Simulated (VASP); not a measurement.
Given:

```
CELL_PARAMETERS angstrom
     10.12538     0.00000     0.00000
      0.00000    10.12538     0.00000
      0.00000     0.00000    10.12538
ATOMIC_POSITIONS crystal
  Hf 0.50025 0.99732 0.99735
  Hf 0.74878 0.24740 0.00121
  Hf 0.74982 0.00045 0.24782
  Hf 0.00146 0.00027 0.00038
  Hf 0.24910 0.24961 0.00213
  Hf 0.49952 0.49697 0.00109
  Hf 0.75018 0.74951 0.99854
  Hf 0.24972 0.99957 0.25069
  Hf 0.49194 0.25194 0.25370
  Hf 0.74789 0.50002 0.24706
  Hf 0.49989 0.00083 0.49899
  Hf 0.75027 0.24718 0.50020
  Hf 0.75119 0.99959 0.74877
  Hf 0.99863 0.49997 0.00036
  Hf 0.24982 0.75094 0.99857
  Hf 0.00265 0.24880 0.25052
  Hf 0.25133 0.50401 0.24914
  Hf 0.50074 0.75076 0.25166
  Hf 0.00029 0.00039 0.50024
  Hf 0.25203 0.24833 0.50786
  Hf 0.49301 0.50158 0.50501
  Hf 0.75099 0.75042 0.49747
  Hf 0.25163 0.99737 0.75145
  Hf 0.49999 0.25300 0.75234
  Hf 0.74991 0.49739 0.74876
  Hf 0.99965 0.74957 0.24783
  Hf 0.99926 0.49838 0.49796
  Hf 0.24915 0.75216 0.50047
  Hf 0.00004 0.24904 0.75225
  Hf 0.24820 0.50056 0.75365
  Hf 0.50340 0.74803 0.74790
  Hf 0.99701 0.74834 0.74774
  O  0.63071 0.10306 0.10509
  O  0.86950 0.35861 0.35953
  O  0.86969 0.39072 0.10841
  O  0.13413 0.64155 0.35617
  O  0.87158 0.10695 0.38921
  O  0.13024 0.35728 0.64241
  O  0.12401 0.11378 0.11417
  O  0.37205 0.38913 0.11170
  O  0.63733 0.64574 0.35767
  O  0.62370 0.60834 0.11153
  O  0.87189 0.85815 0.36091
  O  0.87503 0.89057 0.11135
  O  0.12727 0.13913 0.36465
  O  0.37229 0.11299 0.38891
  O  0.63066 0.35758 0.63888
  O  0.62192 0.39560 0.38944
  O  0.86839 0.63880 0.63662
  O  0.87877 0.60906 0.38492
  O  0.12884 0.85778 0.64120
  O  0.63311 0.10629 0.60708
  O  0.86783 0.35644 0.85841
  O  0.87422 0.38900 0.60922
  O  0.13004 0.64180 0.85613
  O  0.87318 0.10726 0.88828
  O  0.12713 0.36402 0.14133
  O  0.12211 0.61577 0.10590
  O  0.37175 0.86601 0.35826
  O  0.37247 0.89078 0.10847
  O  0.62854 0.14451 0.35746
  O  0.12741 0.38624 0.38872
  O  0.36810 0.63937 0.64282
  O  0.38202 0.62330 0.39139
  O  0.62951 0.85845 0.63730
  O  0.62693 0.89300 0.38687
  O  0.87603 0.13865 0.63772
  O  0.13072 0.10671 0.61312
  O  0.36953 0.35715 0.86519
  O  0.37582 0.38933 0.62192
  O  0.63036 0.63883 0.86143
  O  0.62347 0.61072 0.61218
  O  0.87097 0.85727 0.86142
  O  0.87557 0.88846 0.61220
  O  0.12825 0.13933 0.86285
  O  0.37133 0.10811 0.89102
  O  0.62637 0.35506 0.14006
  O  0.62438 0.38917 0.88812
  O  0.86874 0.64129 0.13712
  O  0.87475 0.60794 0.88572
  O  0.12945 0.86295 0.14027
  O  0.12629 0.88959 0.38990
  O  0.37744 0.13861 0.63984
  O  0.12606 0.60769 0.60717
  O  0.37249 0.85679 0.85733
  O  0.37350 0.88956 0.60851
  O  0.62893 0.13983 0.85676
  O  0.12437 0.38921 0.89087
  O  0.36855 0.64188 0.14272
  O  0.37230 0.60746 0.89325
  O  0.63023 0.85638 0.13743
  O  0.62711 0.88885 0.88629
  O  0.87105 0.14221 0.13978
  O  0.12825 0.89069 0.89018
  O  0.36950 0.14049 0.14041
  N  0.36924 0.37032 0.36814
```

Level of theory: PBE GGA, VASP's PBE PAW potentials (set 64) (plane waves; VASP). Settings: PREC = Normal, LREAL = Auto, ISYM = 0, EDIFF = 1E-5, 400 eV cut-off, 1×1×1 Γ-centred mesh, Gaussian smearing of 0.050 eV, potentials Hf O N. Starting moments (MAGMOM): 96*0.0104. The cell's moment is fixed (NUPDOWN = 1).

The supercell is sampled at Γ alone, which is coarse: total energies, pressure and levels can be off, energies of defects by several tenths of an eV.

Task: The ions are relaxed. Which structure does the run end with?

Result: 
```
CELL_PARAMETERS angstrom
     10.12538     0.00000     0.00000
      0.00000    10.12538     0.00000
      0.00000     0.00000    10.12538
ATOMIC_POSITIONS crystal
  Hf 0.49997 0.00007 0.00006
  Hf 0.75120 0.24887 0.99893
  Hf 0.75132 0.00097 0.24927
  Hf 0.00047 0.00182 0.00088
  Hf 0.25325 0.25029 0.00082
  Hf 0.50213 0.50074 0.99910
  Hf 0.75147 0.75145 0.00036
  Hf 0.24960 0.99830 0.24986
  Hf 0.50395 0.25165 0.24847
  Hf 0.75245 0.49989 0.24946
  Hf 0.50034 0.99747 0.50042
  Hf 0.74961 0.24957 0.49800
  Hf 0.74924 0.00219 0.74924
  Hf 0.00050 0.49914 0.99919
  Hf 0.25048 0.74912 0.00215
  Hf 0.00207 0.25017 0.25211
  Hf 0.24781 0.49538 0.24754
  Hf 0.50374 0.74834 0.24882
  Hf 0.00007 0.00007 0.50001
  Hf 0.24920 0.25092 0.50403
  Hf 0.50513 0.49793 0.50446
  Hf 0.75137 0.75102 0.50091
  Hf 0.24976 0.99923 0.75196
  Hf 0.49847 0.25008 0.74844
  Hf 0.75255 0.49945 0.75083
  Hf 0.00113 0.74949 0.25041
  Hf 0.99949 0.50093 0.50079
  Hf 0.24850 0.74767 0.50350
  Hf 0.00133 0.24839 0.75039
  Hf 0.25073 0.50110 0.75166
  Hf 0.50111 0.75078 0.75164
  Hf 0.00006 0.75121 0.75185
  O  0.63001 0.10205 0.11972
  O  0.86882 0.35191 0.36922
  O  0.87317 0.39792 0.12056
  O  0.12727 0.64752 0.37342
  O  0.87590 0.10280 0.37559
  O  0.12160 0.35422 0.62344
  O  0.12664 0.10280 0.12727
  O  0.37075 0.39869 0.11415
  O  0.62413 0.64777 0.37927
  O  0.62192 0.60333 0.12826
  O  0.87721 0.85301 0.37608
  O  0.87764 0.89747 0.12579
  O  0.12457 0.14681 0.37804
  O  0.37556 0.10105 0.37488
  O  0.62259 0.35234 0.62172
  O  0.62400 0.39807 0.37215
  O  0.87631 0.64803 0.62665
  O  0.87453 0.60356 0.37618
  O  0.12668 0.85256 0.62796
  O  0.62375 0.10280 0.62220
  O  0.87207 0.35282 0.87041
  O  0.87134 0.39775 0.62012
  O  0.12718 0.64782 0.87340
  O  0.87558 0.10289 0.87546
  O  0.12358 0.35194 0.12245
  O  0.12178 0.60361 0.12284
  O  0.37730 0.84579 0.37757
  O  0.37808 0.89721 0.12730
  O  0.62690 0.14634 0.37083
  O  0.11351 0.39851 0.36952
  O  0.37674 0.64747 0.62703
  O  0.37427 0.58920 0.37764
  O  0.62562 0.85324 0.62570
  O  0.62725 0.89761 0.37538
  O  0.87238 0.14838 0.62593
  O  0.12095 0.10163 0.63020
  O  0.37114 0.35234 0.86913
  O  0.37302 0.39766 0.62440
  O  0.62557 0.64826 0.87807
  O  0.62665 0.60385 0.62868
  O  0.87514 0.85401 0.87565
  O  0.87557 0.89793 0.62598
  O  0.12506 0.14771 0.87729
  O  0.37587 0.10299 0.87536
  O  0.62458 0.35410 0.12083
  O  0.62192 0.39808 0.87100
  O  0.87222 0.64797 0.12787
  O  0.87561 0.60401 0.87604
  O  0.12810 0.85320 0.12855
  O  0.12759 0.89713 0.37846
  O  0.37222 0.14566 0.62611
  O  0.12648 0.60310 0.62317
  O  0.37519 0.85283 0.87710
  O  0.37589 0.89720 0.62717
  O  0.62635 0.14853 0.87093
  O  0.12208 0.39759 0.87228
  O  0.37186 0.64763 0.13007
  O  0.37530 0.60364 0.87694
  O  0.62735 0.85306 0.12641
  O  0.62548 0.89813 0.87518
  O  0.87683 0.14823 0.12464
  O  0.12521 0.89725 0.87801
  O  0.37790 0.14687 0.12420
  N  0.36888 0.34764 0.36901
``` The cell ends with 1.00 μB, on the first 30 sites 0.00 0.00 0.00 0.00 0.00 0.00 0.00 0.00 0.02 0.00 0.00 0.00 0.00 0.00 0.00 0.00 0.00 0.00 0.00 0.02 0.01 0.00 0.00 0.00 0.00 0.00 0.00 0.00 0.00 0.00 μB.

Task: How much energy does the relaxation gain?

Result: The energy (σ→0) changes by -5.6 meV/atom, in 103 ionic steps.

The cell is a supercell with a defect, built from HfO2 (fluorite, the high-temperature cubic form, which is unstable at 0 K; the monoclinic form is the stable one): N_O.
